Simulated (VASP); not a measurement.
Consider the following.

```
KNaO4S
1.0
    5.56874     0.00000     0.00000
   -2.78437     4.82267     0.00000
    0.00000     0.00000     7.13219
K Na S O
2 2 2 8
Cartesian
  0.00000   3.21512   4.72538
  2.78437   1.60756   2.40682
  0.00000   0.00000   3.56610
  0.00000   0.00000   0.00000
  0.00000   3.21512   1.54802
  2.78437   1.60756   5.58418
  2.78437   3.00209   5.05817
  0.00000   1.82059   2.07402
  1.57667   0.91030   5.05817
  1.20770   3.91238   2.07402
  3.99206   0.91030   5.05817
 -1.20769   3.91238   2.07402
  2.78437   1.60756   7.03455
  0.00000   3.21512   0.09764
```

Calculation: r2SCAN meta-GGA, VASP's PBE PAW potentials (set 64) (plane waves; VASP). Run with LREAL = Auto, 520 eV cut-off, 5×5×4 Γ-centred mesh, tetrahedra with Blöchl corrections, potentials K_sv Na_pv S O.

The cores are frozen, which limits the accuracy of field gradients.

Task: Give the principal components of the electric field gradient (V/Å²) and the asymmetry η at each nucleus.

Result: 
| atom | Vxx | Vyy | Vzz | η |
|---|---|---|---|---|
| K1 | 1.4 | 1.4 | -2.7 | 0.00 |
| K2 | 1.4 | 1.4 | -2.7 | 0.00 |
| Na3 | 1.9 | 1.9 | -3.8 | 0.00 |
| Na4 | 2.4 | 2.4 | -4.8 | 0.00 |
| S5 | 11.2 | 11.2 | -22.4 | 0.00 |
| S6 | 11.2 | 11.2 | -22.4 | 0.00 |
| O7 | -69.7 | -64.1 | 133.8 | 0.04 |
| O8 | -69.7 | -64.1 | 133.8 | 0.04 |
| O9 | -69.7 | -64.1 | 133.8 | 0.04 |
| O10 | -69.7 | -64.1 | 133.8 | 0.04 |
| O11 | -69.7 | -64.1 | 133.8 | 0.04 |
| O12 | -69.7 | -64.1 | 133.8 | 0.04 |
| O13 | -63.2 | -63.2 | 126.5 | 0.00 |
| O14 | -63.2 | -63.2 | 126.5 | 0.00 |

The structure comes from a computed database's KNaSO4 entry (P-3m1); how it stands against other phases isn't given here. It was relaxed first, which changed the volume by -6 %.
